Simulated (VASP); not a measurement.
Here is the system:

```
BN
1.0
    0.00000     1.82218     1.82218
    1.82218     0.00000     1.82218
    1.82218     1.82218     0.00000
B N
1 1
Cartesian
  0.00000   0.00000   0.00000
  0.91109   0.91109   0.91109
```

The numbers are results of RPBE GGA, VASP's PBE PAW potentials (set 64) (plane waves; VASP), not measurements. Numerical set-up: 520 eV cut-off, 14×14×14 Γ-centred mesh, tetrahedra with Blöchl corrections, potentials B N.

Task: What does the run give for the energy per atom (σ→0), band gap (on the k-mesh) with the smallest direct gap where there is one?

Result: 
```
Quantity                                     Result
-----------------------------------  --------------
band gap (on the k-mesh)                    4.46 eV
smallest direct gap (on the k-mesh)         8.76 eV
energy per atom (σ→0)                -8.314 eV/atom
```

The absolute energy has meaning only against runs of the same code, potentials and settings.

The compound is BN in the zinc blende structure. It was relaxed first.
